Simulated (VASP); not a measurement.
An input for Ansatz (written as the equivalent of a VASP run, and not itself run):

Ansatz 0.2 input:
```yaml
crystal:
  lattice:
    - [4.2006543, 0.0000000, 0.0000000]
    - [0.0000000, 4.2006543, 0.0000000]
    - [0.0000000, 0.0000000, 4.2006543]
  atoms:
    - { symbol: Ba, position: [0.0000000, 0.0000000, 0.0000000] }
    - { symbol: Hf, position: [0.5000000, 0.5000000, 0.5000000] }
    - { symbol: O, position: [0.5000000, 0.0000000, 0.5000000] }
    - { symbol: O, position: [0.0000000, 0.5000000, 0.5000000] }
    - { symbol: O, position: [0.5000000, 0.5000000, 0.0000000] }
kpoints:
  mp_grid: { grid: [5, 5, 5] }
hamiltonian:
  xc: pbe
  pseudopotentials: { kind: paw }
scf:
  occupations: { method: gaussian, width: 0.05 }
  max_iter: 100
relax:
  max_steps: 60
  f_tol: 0.02
  cell: {}
output: { forces: true, stress: true, eigenvalues: true }
```

### Question
Write the VASP files for the same calculation (PBE).

### Answer
Several could match; the one computed here: 
**POSCAR**
```
BaHfO3
1
    4.2006542580     0.0000000000     0.0000000000
    0.0000000000     4.2006542580    -0.0000000000
    0.0000000000    -0.0000000000     4.2006542580
Ba Hf O
1 1 3
Direct
  0.0000000000   0.0000000000   0.0000000000
  0.5000000000   0.5000000000   0.5000000000
  0.5000000000   0.0000000000   0.5000000000
  0.0000000000   0.5000000000   0.5000000000
  0.5000000000   0.5000000000   0.0000000000
```

File KPOINTS:
```
Automatic mesh
0
gamma
5 5 5
0 0 0
```

INCAR:
```
# general
SYSTEM   =  BaHfO3
PREC     =  Accurate
ENCUT    =  500   # plane-wave cut-off (eV)
LREAL    =  .False.   # projection in real space or not
LASPH    =  .True.   # aspherical one-centre terms

# electronic loop
EDIFF    =  1E-6   # SCF stop (eV)
NELM     =  100   # most electronic steps
ALGO     =  Normal
LMAXMIX  =  6   # l cut-off of mixed one-centre charges

# smearing
ISMEAR   =  0   # Gaussian
SIGMA    =  0.05

# functional
GGA      =  PE

# ions
IBRION   =  2   # conjugate gradients
NSW      =  60
ISIF     =  3
EDIFFG   =  -0.02

# output
LWAVE    =  .False.
LCHARG   =  .False.
```

POTCAR, in this order: Ba_sv Hf_pv O (PBE.64 set). Program: vasp_std.

What does not carry over: each code has its own PAW files, so the cut-off isn't converted (ENCUT is set for VASP's; basis.ecutwfc is left out, and Ansatz then takes the one that its files recommend); Ansatz stops its SCF on the density residual and VASP on the energy change (EDIFF).

The compound is BaHfO3 in the cubic perovskite structure. It was relaxed first. The start is the result of an earlier pass.
